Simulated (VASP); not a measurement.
Level of theory: RPBE GGA, VASP's PBE PAW potentials (set 64) (plane waves; VASP 6.6.1).

Input for VASP

**POSCAR**
```
Tb
1
    1.8895218502    -3.2727473426     0.0000000000
    1.8895218502     3.2727473426     0.0000000000
    0.0000000000     0.0000000000     5.8250810712
Tb
2
Direct
  0.3333330000   0.6666670000   0.2500000000
  0.6666670000   0.3333330000   0.7500000000
```

**KPOINTS**
```
Automatic mesh
0
Gamma
11 11 7
0 0 0
```

INCAR:
```
SYSTEM=Tb
PREC=Accurate; ENCUT=520; LREAL=.FALSE.
LASPH=.TRUE.
EDIFF=1E-7; NELM=100; ALGO=Normal
LMAXMIX=6
ISMEAR=1; SIGMA=0.1
GGA=RP
IBRION=2; NSW=30; ISIF=4
EDIFFG=-0.01
LWAVE=.FALSE.; LCHARG=.FALSE.
```

POTCAR, in this order: Tb_3 (PBE.64 set). Program: vasp_std.

The run wrote:

**OSZICAR**
```
       N       E                     dE             d eps       ncg     rms          rms(c)
DAV:   1     0.418136908518E+02    0.41814E+02   -0.89294E+03  1664   0.121E+03
DAV:   2    -0.614547159238E+01   -0.47959E+02   -0.47026E+02  1744   0.252E+02
DAV:   3    -0.833853543072E+01   -0.21931E+01   -0.20558E+01  2308   0.310E+01
DAV:   4    -0.839195843216E+01   -0.53423E-01   -0.52904E-01  2011   0.481E+00
DAV:   5    -0.839354548737E+01   -0.15871E-02   -0.15854E-02  2448   0.663E-01    0.221E+01
DAV:   6    -0.839466557715E+01   -0.11201E-02   -0.27896E-02  2060   0.143E+00    0.133E+01
DAV:   7    -0.840494473348E+01   -0.10279E-01   -0.53432E-02  2009   0.200E+00    0.229E-01
DAV:   8    -0.840474194544E+01    0.20279E-03   -0.26233E-03  1984   0.404E-01    0.607E-02
DAV:   9    -0.840477553836E+01   -0.33593E-04   -0.22139E-04  2089   0.119E-01    0.381E-02
DAV:  10    -0.840476693186E+01    0.86065E-05   -0.44339E-05  2014   0.473E-02    0.555E-02
DAV:  11    -0.840476982681E+01   -0.28950E-05   -0.77919E-06  1924   0.212E-02    0.303E-03
DAV:  12    -0.840477007296E+01   -0.24615E-06   -0.36190E-07  2186   0.504E-03    0.483E-03
DAV:  13    -0.840476985785E+01    0.21511E-06   -0.67080E-08  1187   0.201E-03    0.470E-04
DAV:  14    -0.840476984454E+01    0.13315E-07   -0.13111E-08  1167   0.108E-03
   1 F= -.84047698E+01 E0= -.84040288E+01  d E =-.840477E+01
       N       E                     dE             d eps       ncg     rms          rms(c)
DAV:   1    -0.840610917045E+01   -0.13393E-02   -0.50462E-02  1664   0.165E+00    0.150E-01
DAV:   2    -0.840549470667E+01    0.61446E-03   -0.82711E-04  1979   0.242E-01    0.821E-02
DAV:   3    -0.840520921272E+01    0.28549E-03   -0.35252E-04  2093   0.148E-01    0.385E-02
DAV:   4    -0.840521035915E+01   -0.11464E-05   -0.61092E-05  2144   0.569E-02    0.210E-02
DAV:   5    -0.840521055199E+01   -0.19284E-06   -0.15164E-06  2240   0.980E-03    0.438E-03
DAV:   6    -0.840521042852E+01    0.12347E-06   -0.19405E-07  1782   0.346E-03    0.108E-03
DAV:   7    -0.840521040076E+01    0.27760E-07   -0.23389E-08  1012   0.139E-03
   2 F= -.84052104E+01 E0= -.84045243E+01  d E =-.440556E-03
       N       E                     dE             d eps       ncg     rms          rms(c)
DAV:   1    -0.840593983492E+01   -0.72941E-03   -0.34272E-02  1664   0.136E+00    0.123E-01
DAV:   2    -0.840551949556E+01    0.42034E-03   -0.56329E-04  1964   0.200E-01    0.681E-02
DAV:   3    -0.840532427505E+01    0.19522E-03   -0.24171E-04  2083   0.122E-01    0.323E-02
DAV:   4    -0.840532517393E+01   -0.89887E-06   -0.41816E-05  2149   0.470E-02    0.175E-02
DAV:   5    -0.840532527101E+01   -0.97083E-07   -0.10325E-06  2189   0.808E-03    0.367E-03
DAV:   6    -0.840532517074E+01    0.10027E-06   -0.13082E-07  1416   0.290E-03    0.877E-04
DAV:   7    -0.840532515055E+01    0.20184E-07   -0.19113E-08   902   0.122E-03
   3 F= -.84053252E+01 E0= -.84046659E+01  d E =-.555306E-03
```

OUTCAR:
```
------------------------ aborting loop because EDIFF is reached ----------------------------------------
  FORCE on cell =-STRESS in cart. coord.  units (eV):
  Direction    XX          YY          ZZ          XY          YZ          ZX
  --------------------------------------------------------------------------------------
  Total       -0.8904540     -0.8904537     -0.8888097      0.0000000      0.0000000     -0.0000000
  in kB      -19.8027581    -19.8027525    -19.7661916      0.0000000      0.0000000     -0.0000000
  external PRESSURE =     -19.7905674 kB  Pullay stress =       0.0000000 kB
  volume of cell :       72.04
      direct lattice vectors                 reciprocal lattice vectors
     1.884148242 -3.263440024  0.000000000     0.265371901 -0.153212560  0.000000000
     1.884148242  3.263440024 -0.000000000     0.265371901  0.153212560  0.000000000
    -0.000000000  0.000000000  5.858354745    -0.000000000  0.000000000  0.170696389
 POSITION                                       TOTAL-FORCE (eV/Angst)
 -----------------------------------------------------------------------------------
      1.88415      1.08782      1.46459         0.000000     -0.000000     -0.000000
      1.88415     -1.08782      4.39377        -0.000000      0.000000      0.000000
 -----------------------------------------------------------------------------------
    total drift:                                0.000000      0.000119     -0.000010
  FREE ENERGIE OF THE ION-ELECTRON SYSTEM (eV)
  ---------------------------------------------------
  free  energy   TOTEN  =        -8.4053251506 eV

  energy  without entropy=       -8.4033474040  energy(sigma->0) =       -8.40466590

 reached required accuracy - stopping structural energy minimisation
```
(Selected blocks of OUTCAR.)

CONTCAR:
```
Tb
   1.00000000000000
     1.8841482422357763   -3.2634400240479118    0.0000000000000000
     1.8841482422357763    3.2634400240479118   -0.0000000000000000
    -0.0000000000000000    0.0000000000000000    5.8583547453475511
  Tb
     2
Direct
     0.3333330000000032    0.6666669999999968    0.2500000000000000
     0.6666669999999968    0.3333330000000032    0.7500000000000000
```

The 4f electrons are frozen in the core of the lanthanide potential, so 4f levels, which can set the real gap, and their magnetism are missing.

The compound is Tb in the hcp structure. This cell is one point of a volume scan, at 1.06 of the reference volume. Symmetry was kept, so distortions that lower it aren't found.
